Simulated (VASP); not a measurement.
Output of a VASP run:

**OSZICAR**
```
       N       E                     dE             d eps       ncg     rms          rms(c)
DAV:   1    -0.459619877843E+03   -0.45962E+03   -0.20666E-04   816   0.321E-02    0.707E-02
RMM:   2    -0.459620143410E+03   -0.26557E-03   -0.64657E-04   742   0.466E-02    0.236E-01
RMM:   3    -0.459619838702E+03    0.30471E-03   -0.22954E-04   702   0.362E-02    0.181E-02
RMM:   4    -0.459619841170E+03   -0.24678E-05   -0.17610E-05   615   0.719E-03    0.396E-03
RMM:   5    -0.459619841789E+03   -0.61934E-06   -0.23411E-06   528   0.330E-03
   1 F= -.45961984E+03 E0= -.45961823E+03  d E =-.322210E-02  mag=     2.0000
```

File OUTCAR:
```
------------------------ aborting loop because EDIFF is reached ----------------------------------------
  FORCE on cell =-STRESS in cart. coord.  units (eV):
  Direction    XX          YY          ZZ          XY          YZ          ZX
  --------------------------------------------------------------------------------------
  Total        6.1136350      6.1420203      5.6848223      1.2948433     -1.5048442      1.5308678
  in kB       14.5796119     14.6473043     13.5569922      3.0879032     -3.5887070      3.6507673
  external PRESSURE =      14.2613028 kB  Pullay stress =       0.0000000 kB
  volume of cell :      671.84
      direct lattice vectors                 reciprocal lattice vectors
     8.758331436  0.000000000  0.000000000     0.114176999  0.000000000  0.000000000
     0.000000000  8.758331436  0.000000000     0.000000000  0.114176999  0.000000000
     0.000000000  0.000000000  8.758331436     0.000000000  0.000000000  0.114176999
 POSITION                                       TOTAL-FORCE (eV/Angst)
 -----------------------------------------------------------------------------------
      4.37275      0.00580      0.01575        -0.008434      0.000802      0.005086
      6.56127      2.19597      0.00884        -0.003847     -0.010616      0.009013
      6.55876      8.75539      2.19259        -0.005119      0.007229      0.001188
      0.00155      8.75415      0.01083         0.003951      0.008816      0.003062
      2.17888      2.18005      0.00289         0.005627     -0.002048     -0.002827
      4.38078      4.37565      8.74760        -0.007011      0.000368      0.013409
      6.57613      6.57705      0.00185        -0.001189      0.004264      0.005519
      2.17451      8.74883      2.17481         0.008795      0.004676      0.006951
      4.33389      2.17692      2.17330         0.001098     -0.000245      0.000059
      6.57947      4.42287      2.17317         0.007389     -0.005824      0.002917
      4.38111      8.73928      4.39127        -0.007782      0.007137     -0.011194
      6.57966      2.17720      4.44345        -0.006847      0.001508     -0.021859
      6.57658      8.74738      6.57789        -0.001674      0.007521     -0.001596
      8.75121      4.38446      0.01573         0.005097     -0.009088      0.005358
      2.18721      6.57015      0.00753        -0.009749      0.005806      0.001200
      0.00057      2.19741      2.19211         0.001601     -0.000858      0.004321
      2.18422      4.38366      2.17926         0.000853     -0.004309      0.004331
      4.37288      6.57213      2.17929        -0.006057     -0.002240      0.006245
      8.75042      0.00520      4.40087         0.000587      0.014989     -0.002304
      2.18358      2.18484      4.39726        -0.011171     -0.002901     -0.007176
      6.57099      6.57244      4.39737        -0.001403      0.011297     -0.003354
      2.18809      8.74901      6.56564        -0.003617      0.011129      0.000822
      4.37591      2.18554      6.56990        -0.007559     -0.005316      0.000126
      6.57122      4.38062      6.56953         0.000603     -0.000408      0.003276
      0.00740      6.58212      2.17445         0.004213     -0.008715      0.004936
      0.01762      4.37546      4.39012        -0.005777     -0.006934     -0.000802
      2.20224      6.55406      4.39016         0.003922      0.004869      0.000886
      0.00884      2.17974      6.57748         0.006380     -0.002074      0.003102
      2.20140      4.37981      6.55476         0.005139     -0.010474     -0.003311
      4.37644      6.55487      6.55527         0.004901     -0.002471     -0.013698
      0.00692      6.56810      6.56525         0.004663      0.011242      0.002567
      5.47207      1.11411      1.11614         0.007645      0.002943      0.002371
      7.64258      3.28441      1.11603        -0.001477      0.006454      0.002631
      7.64273      1.11392      3.29032        -0.016776      0.003763     -0.003333
      1.08517      1.09687      1.09998        -0.000974      0.005526      0.000859
      3.28254      3.29183      1.08284         0.010238      0.004033     -0.003130
      5.46451      5.47375      1.08263        -0.003081     -0.004503     -0.003678
      7.65886      7.67102      1.09988        -0.007520     -0.004900      0.000360
      3.28020      1.08624      3.29749         0.005593     -0.009714      0.009329
      7.67071      5.47607      3.29772        -0.004596      0.001530     -0.002590
      5.46522      1.07788      5.48311         0.000209     -0.004564     -0.005064
      7.67902      3.29137      5.48245         0.004517      0.006634      0.002245
      7.66259      1.09381      7.67637        -0.006862      0.006027     -0.006697
      1.08468      5.47674      1.09255        -0.004354      0.000732     -0.001194
      3.28055      7.67269      1.09331        -0.005075     -0.007513     -0.017805
      1.10021      3.28098      3.28420        -0.006487      0.006458      0.004645
      3.25181      5.50397      3.23285         0.016541     -0.000732     -0.003618
      5.47441      7.65594      3.28452         0.005765      0.007464      0.008393
      1.08592      1.08601      5.48184        -0.009343     -0.000173     -0.000730
      3.25709      3.23193      5.51254         0.013379      0.013180      0.006439
      5.52360      5.49895      5.51306        -0.000766     -0.011655     -0.002103
      7.66950      7.67076      5.48189         0.004876     -0.004055      0.001221
      3.28057      1.08517      7.67478         0.006038     -0.009507      0.003646
      5.47753      3.27882      7.66407         0.000436      0.008924     -0.000855
      7.67184      5.47552      7.67468        -0.003749     -0.001617     -0.000591
      1.08463      7.67182      3.29676         0.003662     -0.008333      0.000628
...
```
(Selected blocks of OUTCAR.)

File POSCAR:
```
VC31Si31
1
    8.7583314357     0.0000000000     0.0000000000
    0.0000000000     8.7583314357     0.0000000000
    0.0000000000     0.0000000000     8.7583314357
Si C V
31 31 1
Direct
  0.4992672455   0.0006618074   0.0017982595
  0.7491455516   0.2507294489   0.0010095839
  0.7488590536   0.9996645439   0.2503432170
  0.0001769031   0.9995226715   0.0012369666
  0.2487776850   0.2489112767   0.0003297596
  0.5001837552   0.4995984288   0.9987742769
  0.7508432989   0.7509473059   0.0002116439
  0.2482784802   0.9989153756   0.2483135185
  0.4948307763   0.2485541712   0.2481405761
  0.7512243297   0.5049900489   0.2481257119
  0.5002224107   0.9978242517   0.5013823926
  0.7512460092   0.2485861711   0.5073396781
  0.7508945870   0.9987491598   0.7510442423
  0.9991869317   0.5006044561   0.0017955008
  0.2497291214   0.7501602992   0.0008592418
  0.0000649859   0.2508937996   0.2502879860
  0.2493871773   0.5005127421   0.2488208571
  0.4992819077   0.7503856816   0.2488253307
  0.9990970592   0.0005942262   0.5024779567
  0.2493147575   0.2494586365   0.5020659361
  0.7502559727   0.7504212241   0.5020785166
  0.2498297281   0.9989358583   0.7496451484
  0.4996287306   0.2495389283   0.7501312739
  0.7502826401   0.5001659399   0.7500889002
  0.0008453190   0.7515262168   0.2482721010
  0.0020123256   0.4995774058   0.5012512221
  0.2514448722   0.7483223332   0.5012551588
  0.0010093079   0.2488765689   0.7509974646
  0.2513487520   0.5000736503   0.7484023113
  0.4996882758   0.7484156633   0.7484608969
  0.0007897406   0.7499254909   0.7496003315
  0.6247847326   0.1272054535   0.1274380268
  0.8726069934   0.3750044380   0.1274247840
  0.8726244675   0.1271835997   0.3756782975
  0.1239017826   0.1252376465   0.1255919505
  0.3747908985   0.3758517712   0.1236354329
  0.6239216190   0.6249767886   0.1236109054
  0.8744657933   0.8758535339   0.1255815173
  0.3745237738   0.1240234738   0.3764974225
  0.8758190271   0.6252416670   0.3765242166
  0.6240018698   0.1230694416   0.6260447092
  0.8767678827   0.3757990929   0.6259692716
  0.8748913446   0.1248874828   0.8764645749
  0.1238452990   0.6253179042   0.1247437772
  0.3745633122   0.8760452093   0.1248306133
  0.1256192127   0.3746124152   0.3749798461
  0.3712817576   0.6284266631   0.3691165902
  0.6250522487   0.8741316848   0.3750169842
  0.1239870893   0.1239972255   0.6259006001
  0.3718843419   0.3690117369   0.6294048756
  0.6306678593   0.6278537920   0.6294650791
  0.8756802014   0.8758242984   0.6259053036
  0.3745658924   0.1239011534   0.8762832517
  0.6254079682   0.3743660820   0.8750609460
  0.8759471906   0.6251780959   0.8762720591
  0.1238400621   0.8759449362   0.3764142069
  0.1253425177   0.6249045731   0.6252660973
  0.3748666822   0.8744400911   0.6253481723
  0.1237799122   0.3758784765   0.8767983659
  0.3747428010   0.6250046147   0.8752515424
  0.6238467398   0.8760568283   0.8767310131
  0.1247207531   0.8750555151   0.8756979105
  0.5113212824   0.4884015325   0.4892436947
```

Task: Write an INCAR and KPOINTS that could have produced this output.

Result: This is not unique; one that fits is the input of the run itself, PBE GGA, plane waves, VASP's PBE PAW potentials (set 64).

INCAR:
```
# general
SYSTEM     = VC31Si31
PREC       = Normal
ENCUT      = 400
LREAL      = Auto
LASPH      = T
ISYM       = 0
NELECT     = 262.0

# electronic loop
EDIFF      = 1E-6
NELM       = 100
NELMIN     = 4
ALGO       = Fast
LMAXMIX    = 4

# smearing
ISMEAR     = 0
SIGMA      = 0.05

# functional
GGA        = PE

# spin
ISPIN      = 2
MAGMOM     = 63*0.0317
NUPDOWN    = 2

# output
LWAVE      = T
LCHARG     = F
LORBIT     = 11

# other
LHYPERFINE = T
```

### KPOINTS
```
Automatic mesh
0
Gamma
1 1 1
0 0 0
```

POTCAR, in this order: Si C V_sv (PBE.64 set). Program: vasp_gam. Read from the step before: WAVECAR.

At this cut-off the stress carries a Pulay error, which pulls relaxed volumes low. The cell is charged, with a uniform compensating background.  The supercell is sampled at Γ alone, which is coarse: total energies, pressure and levels can be off, energies of defects by several tenths of an eV.

The cell is a supercell with a defect, built from SiC (zinc blende): V_Si-vac_C, charge -1.
